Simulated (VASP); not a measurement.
Input:

```xyz
2
Lattice="3.3241 0.0000 0.0000 0.0000 3.3241 0.0000 0.0000 0.0000 4.1965" Properties=species:S:1:pos:R:3 pbc="T T T"
Mg     3.3241     0.0000     0.0000
Sn     1.6621     1.6621     2.0983
```

These are PBEsol GGA with spin-orbit coupling, VASP's PBE PAW potentials (set 64) (plane waves; VASP) values and carry that method's errors. Numerical set-up: 400 eV cut-off, 10×10×8 Γ-centred mesh, Gaussian smearing of 0.050 eV, potentials Mg Sn_d.

### Question
What does the run give for the energy per atom (σ→0), band gap (over mesh and band path) with the smallest direct gap where there is one?

### Answer

| Item | Result |
|---|---|
| band gap (over mesh and band path) | none (metal, semimetal or under 0.01 eV) |
| energy per atom (σ→0) | -3.170 eV/atom |

Total energies compare only between runs with the same potentials, cut-off and functional.

The structure comes from a computed database's MgSn entry (P4/mmm); how it stands against other phases isn't given here. It was relaxed first.
